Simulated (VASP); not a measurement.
# MnV: magnetic orders, part 3 of 4

Is MnV a ferromagnet or an antiferromagnet at this level? The start is a cell from a database of measured crystal structures.

VASP 6.6.1, plane waves and PAW; the level of theory is named at each step.

Still holding for the runs below: The k-mesh is coarse for a metal.

So far. Step 2 (Magnetic order, start order fm, signs ++): The largest moment at the end is 4.17 μB, and the moments of the cell sum to 6.68 μB. Step 3 (Magnetic order, start order ferri 1, signs +-): The largest moment at the end is 3.83 μB, and the moments of the cell sum to 0.10 μB.

## Step 4: No spin polarisation

This step: r2SCAN, DFT+U (Mn d 5 eV, V d 5 eV), no spin polarisation; plane waves and PAW (Mn, V) (VASP 6.6.1).

A run without spin shows what magnetism as such gains.

INCAR reads:

```
SYSTEM = MnV
PREC = Accurate
ENCUT = 350
EDIFF = 1E-06
NELM = 150
ISMEAR = 1
SIGMA = 0.1
LREAL = .FALSE.
ALGO = Normal
METAGGA = R2SCAN
LASPH = .TRUE.
NBANDS = 12
LDAU = .TRUE.
LDAUTYPE = 2
LDAUL = 2 2
LDAUU = 5 5
LDAUJ = 0 0
LDAUPRINT = 1
LMAXMIX = 4
LORBIT = 11
LWAVE = .FALSE.
LCHARG = .FALSE.
KPAR = 2
AMIX = 0.2
BMIX = 1E-04
AMIX_MAG = 0.8
BMIX_MAG = 1E-04
```

POSCAR reads:

```
MnV
1.0
    2.9000000000      0.0000000000      0.0000000000
    0.0000000000      2.9000000000      0.0000000000
    0.0000000000      0.0000000000      2.9000000000
Mn V
1 1
Direct
    0.0000000000      0.0000000000      0.0000000000
    0.5000000000      0.5000000000      0.5000000000
```

KPOINTS reads:

```
Automatic mesh
0
Gamma
6 6 6
0 0 0
```

The projector-augmented-wave data sets are Mn and V (PBE family, release 64).

The run is started by

```bash
> mpirun -np 2 vasp_std
```

The program printed:

```text
[... set-up lines as in an earlier step ...]
 entering main loop
       N       E                     dE             d eps       ncg     rms          rms(c)
DAV:   1     0.432378901811E+02    0.43238E+02   -0.40538E+03   488   0.902E+02
DAV:   2    -0.192610562471E+02   -0.62499E+02   -0.55945E+02   484   0.209E+02
DAV:   3    -0.220900941611E+02   -0.28290E+01   -0.25578E+01   600   0.571E+01
DAV:   4    -0.221520881150E+02   -0.61994E-01   -0.61930E-01   572   0.760E+00
DAV:   5    -0.221535642160E+02   -0.14761E-02   -0.14761E-02   636   0.118E+00    0.190E+01
DAV:   6    -0.182448136225E+02    0.39088E+01   -0.51443E+00   572   0.413E+01    0.883E+00
DAV:   7    -0.182067130251E+02    0.38101E-01   -0.50425E+00   604   0.391E+01    0.785E+00
DAV:   8    -0.177740227224E+02    0.43269E+00   -0.41927E+00   636   0.288E+01    0.371E+00
DAV:   9    -0.179531491466E+02   -0.17913E+00   -0.93987E-01   704   0.140E+01    0.284E+00
DAV:  10    -0.181550294122E+02   -0.20188E+00   -0.55956E-01   716   0.769E+00    0.120E+00
DAV:  11    -0.183512444241E+02   -0.19622E+00   -0.60106E-01   776   0.857E+00    0.145E+00
DAV:  12    -0.183488443171E+02    0.24001E-02   -0.12452E-02   588   0.140E+00    0.998E-01
DAV:  13    -0.183469675997E+02    0.18767E-02   -0.49273E-02   712   0.264E+00    0.119E-01
DAV:  14    -0.183473876427E+02   -0.42004E-03   -0.80024E-04   616   0.283E-01    0.809E-02
DAV:  15    -0.183474439488E+02   -0.56306E-04   -0.26310E-04   716   0.202E-01    0.487E-02
DAV:  16    -0.183477012938E+02   -0.25735E-03   -0.97047E-04   804   0.337E-01    0.858E-02
DAV:  17    -0.183476565449E+02    0.44749E-04   -0.30310E-04   664   0.274E-01    0.160E-02
DAV:  18    -0.183476585976E+02   -0.20526E-05   -0.79863E-06   676   0.354E-02    0.156E-02
DAV:  19    -0.183476658722E+02   -0.72746E-05   -0.42114E-05   724   0.482E-02    0.394E-03
DAV:  20    -0.183476660720E+02   -0.19983E-06   -0.10569E-06   276   0.137E-02
   1 F= -.18347666E+02 E0= -.18347657E+02  d E =-.262347E-04
```

Elapsed: 23 s, on 2 MPI ranks of Intel Xeon Platinum 8259CL at 2.50GHz (Skylake/Cascade Lake), shared host; peak memory 0.23 GiB; 43 s of CPU time.

Parts of OUTCAR (step 4):

```text
The static configuration has the point symmetry O_h .

 Found     20 irreducible k-points:

   k-points           NKPTS =     20   k-points in BZ     NKDIM =     20   number of bands    NBANDS=     12

   NELECT =      12.0000    total number of electrons

atom =   1  type =  1  l = 2

 onsite density matrix

spin component  1

  0.7280 -0.0000  0.0000 -0.0000 -0.0000
 -0.0000  0.7280  0.0000 -0.0000  0.0000
  0.0000  0.0000  0.1946 -0.0000  0.0000
 -0.0000 -0.0000 -0.0000  0.7280  0.0000
 -0.0000  0.0000  0.0000  0.0000  0.1946

spin component  2

 occupancies and eigenvectors

  o =  0.1946  v =  0.0000 -0.0000 -1.0000 -0.0000  0.0042  0.0000  0.0000  0.0000  0.0000  0.0000      0.0000  0.0000  0.0000  0.0000  0.0000  0.0000  0.0000  0.0000  0.0000  0.0000
  o =  0.1946  v =  0.0000  0.0000  0.0000  0.0000  0.0000  0.0000 -0.0000 -1.0000 -0.0000  0.0042      0.0000  0.0000  0.0000  0.0000  0.0000  0.0000  0.0000  0.0000  0.0000  0.0000
  o =  0.1946  v =  0.0000  0.0000  0.0042 -0.0000  1.0000  0.0000  0.0000  0.0000  0.0000  0.0000      0.0000  0.0000  0.0000  0.0000  0.0000  0.0000  0.0000  0.0000  0.0000  0.0000
  o =  0.1946  v =  0.0000  0.0000  0.0000  0.0000  0.0000  0.0000  0.0000  0.0042 -0.0000  1.0000      0.0000  0.0000  0.0000  0.0000  0.0000  0.0000  0.0000  0.0000  0.0000  0.0000
  o =  0.7280  v =  1.0000  0.0000  0.0000  0.0000  0.0000  0.0000  0.0000  0.0000  0.0000  0.0000      0.0000  0.0000  0.0000  0.0000  0.0000  0.0000  0.0000  0.0000  0.0000  0.0000
  o =  0.7280  v =  0.0000  0.0000  0.0000  0.0000  0.0000  1.0000  0.0000  0.0000  0.0000  0.0000      0.0000  0.0000  0.0000  0.0000  0.0000  0.0000  0.0000  0.0000  0.0000  0.0000
  o =  0.7280  v =  0.0000  0.0000  0.0000  0.0000  0.0000  0.0000 -0.7270 -0.0000 -0.6866 -0.0000      0.0000  0.0000  0.0000  0.0000  0.0000  0.0000  0.0000  0.0000  0.0000  0.0000
  o =  0.7280  v =  0.0000 -0.7270 -0.0000 -0.6866 -0.0000  0.0000  0.0000  0.0000  0.0000  0.0000      0.0000  0.0000  0.0000  0.0000  0.0000  0.0000  0.0000  0.0000  0.0000  0.0000
  o =  0.7280  v =  0.0000  0.0000  0.0000  0.0000  0.0000  0.0000  0.6866  0.0000 -0.7270 -0.0000      0.0000  0.0000  0.0000  0.0000  0.0000  0.0000  0.0000  0.0000  0.0000  0.0000
  o =  0.7280  v =  0.0000  0.6866  0.0000 -0.7270 -0.0000  0.0000  0.0000  0.0000  0.0000  0.0000      0.0000  0.0000  0.0000  0.0000  0.0000  0.0000  0.0000  0.0000  0.0000  0.0000

atom =   2  type =  2  l = 2

 onsite density matrix

spin component  1

  0.3940  0.0000 -0.0000 -0.0000 -0.0000
  0.0000  0.3940  0.0000 -0.0000  0.0000
 -0.0000  0.0000  0.2303  0.0000  0.0000
 -0.0000 -0.0000  0.0000  0.3940  0.0000
 -0.0000  0.0000  0.0000  0.0000  0.2303

spin component  2

 occupancies and eigenvectors

  o =  0.2303  v =  0.0000 -0.0000  1.0000  0.0000 -0.0011  0.0000  0.0000  0.0000  0.0000  0.0000      0.0000  0.0000  0.0000  0.0000  0.0000  0.0000  0.0000  0.0000  0.0000  0.0000
  o =  0.2303  v =  0.0000  0.0000  0.0000  0.0000  0.0000  0.0000 -0.0000  1.0000  0.0000 -0.0011      0.0000  0.0000  0.0000  0.0000  0.0000  0.0000  0.0000  0.0000  0.0000  0.0000
  o =  0.2303  v =  0.0000 -0.0000  0.0011 -0.0000  1.0000  0.0000  0.0000  0.0000  0.0000  0.0000      0.0000  0.0000  0.0000  0.0000  0.0000  0.0000  0.0000  0.0000  0.0000  0.0000
  o =  0.2303  v =  0.0000  0.0000  0.0000  0.0000  0.0000  0.0000 -0.0000  0.0011 -0.0000  1.0000      0.0000  0.0000  0.0000  0.0000  0.0000  0.0000  0.0000  0.0000  0.0000  0.0000
  o =  0.3940  v =  0.0000  0.0000  0.0000  0.0000  0.0000  1.0000  0.0000  0.0000  0.0000  0.0000      0.0000  0.0000  0.0000  0.0000  0.0000  0.0000  0.0000  0.0000  0.0000  0.0000
  o =  0.3940  v =  1.0000  0.0000  0.0000  0.0000  0.0000  0.0000  0.0000  0.0000  0.0000  0.0000      0.0000  0.0000  0.0000  0.0000  0.0000  0.0000  0.0000  0.0000  0.0000  0.0000
  o =  0.3940  v =  0.0000  0.0000  0.0000  0.0000  0.0000  0.0000 -0.6535  0.0000 -0.7569 -0.0000      0.0000  0.0000  0.0000  0.0000  0.0000  0.0000  0.0000  0.0000  0.0000  0.0000
  o =  0.3940  v =  0.0000 -0.6535  0.0000 -0.7569 -0.0000  0.0000  0.0000  0.0000  0.0000  0.0000      0.0000  0.0000  0.0000  0.0000  0.0000  0.0000  0.0000  0.0000  0.0000  0.0000
  o =  0.3940  v =  0.0000 -0.7569 -0.0000  0.6535  0.0000  0.0000  0.0000  0.0000  0.0000  0.0000      0.0000  0.0000  0.0000  0.0000  0.0000  0.0000  0.0000  0.0000  0.0000  0.0000
  o =  0.3940  v =  0.0000  0.0000  0.0000  0.0000  0.0000  0.0000 -0.7569 -0.0000  0.6535  0.0000      0.0000  0.0000  0.0000  0.0000  0.0000  0.0000  0.0000  0.0000  0.0000  0.0000

 E-fermi :   6.8497

 k-point     1 :       0.0000    0.0000    0.0000
  band No.  band energies     occupation
    ...
      2       3.9890      2.00000
      3       3.9890      2.00000
      4       5.1144      2.00000
      5       5.1146      2.00000
      6       5.1146      2.00000
      7       9.0039      0.00000
      8       9.0039      0.00000
      9       9.0039      0.00000
     10       9.5792      0.00000
     11       9.5793      0.00000
    ...

 k-point     2 :       0.1667    0.0000    0.0000
  band No.  band energies     occupation
    ...
      2       4.1873      2.00000
      3       4.3044      2.00000
      4       5.0714      2.00000
      5       5.0717      2.00000
      6       5.2652      2.00000
      7       8.3761     -0.00000
      8       8.3762     -0.00000
      9       8.8225     -0.00000
     10       9.1471      0.00000
     11       9.7342      0.00000
    ...

 k-point     3 :       0.3333    0.0000    0.0000
  band No.  band energies     occupation
    ...
      2       4.2286      2.00000
      3       5.0260      2.00000
      4       5.0263      2.00000
      5       5.1997      2.00000
      6       5.6242      2.00000
      7       7.3327     -0.00000
      8       7.3328     -0.00000
      9       8.0119     -0.00000
     10       8.4021     -0.00000
     11      10.0873      0.00000
    ...

 k-point     4 :       0.5000    0.0000    0.0000
  band No.  band energies     occupation
    ...
      5       5.8513      2.00000
      6       6.3322      2.00000
      7       6.7567      2.03236
      8       6.8564      0.88600
      9       6.8564      0.88559
     10       8.1435     -0.00000
     11      10.4327      0.00000
     12      10.7777      0.00000

  Total        0.8908594      0.8908594      0.8908594     -0.0000000     -0.0000000     -0.0000000
  in kB       58.5228882     58.5228882     58.5228882     -0.0000000     -0.0000000     -0.0000000
  external PRESSURE =      58.5228882 kB  Pullay stress =       0.0000000 kB

  FREE ENERGIE OF THE ION-ELECTRON SYSTEM (eV)
  ---------------------------------------------------
  free  energy   TOTEN  =       -18.3476660720 eV

  energy  without entropy=      -18.3476398373  energy(sigma->0) =      -18.34765733

 total charge
# of ion       s       p       d       tot
------------------------------------------
    1        0.427   0.495   5.116   6.037
    2        0.598   0.895   3.251   4.745
--------------------------------------------------
tot          1.025   1.390   8.367  10.782

[... 8 parts as in an earlier step ...]

[... 3 further parts left out ...]
```

This run has no spin polarisation, so a moment on Mn and V, if there is one, isn't seen. A U on the itinerant d states of such a compound is hard to justify; it moves the bands at the Fermi level.

This step gave:

```
free energy (TOTEN) : -18.35 eV
Fermi energy        : 6.850 eV
```

Energy at zero smearing: -18.34766 eV.

## Step 5: Summary

This step: collinear magnetic orders, r2SCAN, DFT+U (Mn d 5 eV, V d 5 eV); plane waves and PAW (VASP 6.6.1).

Derived from the runs above.

Numbers from this step:

```
mean moment in the lowest run         : 3.736 μB
constant fitted for the nearest pairs : -187.6 meV
```

Orders, by row:

```
  order  signs  energy above the lowest (meV/magnetic atom)  total moment (μB)  mean moment on carriers (μB)  gap on the mesh (eV)  signs at the end, of the atoms given a moment
     fm     ++                                         1501              6.675                         3.312                     0                                             ++
ferri 1     +-                                            0            0.09914                         3.736                     0                                             +-
     nm                                                1996                  0                             0                     0                                              -
```

E = E0 - sum over pairs, each once, of J e_i.e_j with unit vectors; J > 0 favours parallel moments; fitted to the orders that kept their signs. Exchange, by row:

```
pair  distance, in the start or the relaxed cell (Å)  J (meV)
Mn-V                                            2.51   -187.6
```

[end of part 3 of 4]

[Lines on the potential files, build, host, timing and source positions are cut from VASP's logs without a mark.]

[Logs are printed without paths, hosts, clocks, repeated set-up lines and the standing remarks that a program may print on its own settings, such as how far it seeks lower states.]

[Hosts, paths, dates, database ids (printed as entryN), source tags and the programs' standing remarks are cut or masked in the printed files.]

[In band tables of VASP the shares of atoms and orbitals are scaled to a sum of 1 inside the atoms' spheres.]

[Runs that stopped without an error message from VASP are left out.]
